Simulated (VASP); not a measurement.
Input:

```
CELL_PARAMETERS angstrom
      0.00000     2.26717     2.26717
      2.26717     0.00000     2.26717
      2.26717     2.26717     0.00000
ATOMIC_POSITIONS crystal
  Hf 0.00000 0.00000 0.00000
  N  0.50000 0.50000 0.50000
```

Method: PBE GGA, VASP's PBE PAW potentials (set 64) (plane waves; VASP 6.6.1). Numerical set-up: 600 eV cut-off, 14×14×14 Γ-centred mesh, first-order Methfessel-Paxton smearing of 0.10 eV, potentials Hf_pv N.

Each relaxation starts from this cell; other phases were not tried.

Q: The cell is relaxed at 20 GPa. What happens?

A: The volume per atom goes from 11.65 to 10.92 Å³ (-6.3 %), and the cell becomes a = 4.4378 Å, b = 4.4378 Å, c = 4.4378 Å, α = 90.00°, β = 90.00°, γ = 90.00°, space group Fm-3m.

Q: The cell is relaxed at 30 GPa. What happens?

A: The volume per atom goes from 11.65 to 10.64 Å³ (-8.7 %), and the cell becomes a = b = c = 4.398 Å, α = β = γ = 90.00°, space group Fm-3m.

Failed runs are left out, and for metals the shear rows, which the mesh's noise covers.

The compound is HfN in the rock salt structure. The electron count is odd and the run is not spin-polarised, which forces a metal.
